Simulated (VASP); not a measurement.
Wanted: the native input for a VASP 6.6.1 run.

- Task: single point
- Functional: PBE
- Potentials or basis: VASP PAW PBE potentials, release 64 (Zn, Cd, F)
- Cutoff: 520 eV
- k mesh: 10 × 10 × 6
- Occupations: gaussian, width 0.1 eV
- Spin: no spin polarisation
- Dipole correction: no
- Further INCAR settings: ALGO = Fast; EDIFF = 1e-06; NBANDS = 35

The structure of ZnCdF4 lies in POSCAR:

```
ZnCdF4
1.0
    3.6834909685      0.0000000000      0.0000000000
    0.0000000000      3.6834909685      0.0000000000
    0.0000000000      0.0000000000      6.8478497462
Zn Cd F
1 1 4
Direct
    0.0000000000      0.0000000000      0.0000000000
    0.5000000000      0.5000000000      0.5000000000
    0.0000000000      0.0000000000      0.6743414751
    0.5000000000      0.0000000000      0.0000000000
    0.0000000000      0.5000000000      0.0000000000
    0.0000000000      0.0000000000      0.3256585249
```

The cell was built by a generator and needn't be a form met in nature.

One way to write it, as run:

INCAR

```
SYSTEM = ZnCdF4
  PREC = Accurate
  ENCUT = 520
  EDIFF = 1E-6
  ISMEAR = 0
  SIGMA = 0.1
  LREAL = .FALSE.
  LASPH = .TRUE.
  NELM = 100
  ALGO = Fast
  ISIF = 2
  LWAVE = .FALSE.
  LCHARG = .FALSE.
  GGA = PE
  NBANDS = 35
```

KPOINTS

```
Automatic mesh
0
G
  10 10 6
  0 0 0
```

Potentials or basis: VASP PAW PBE potentials, release 64 (Zn, Cd, F).

Launch:

```bash
$ cat potpaw_PBE.64/Zn/POTCAR potpaw_PBE.64/Cd/POTCAR potpaw_PBE.64/F/POTCAR > POTCAR
$ mpirun -np 1 vasp_std > vasp.out
```

Results of the run:

The pressure is 0.5 GPa, the largest force is 0.007 eV/Å and the band gap on the k mesh is none (metal or under the smearing width).

It took 7.2 min on 1 thread of Intel(R) Xeon(R) Platinum 8175M CPU @ 2.50GHz (Skylake/Cascade Lake) (shared host), peak memory 0.37 GiB.
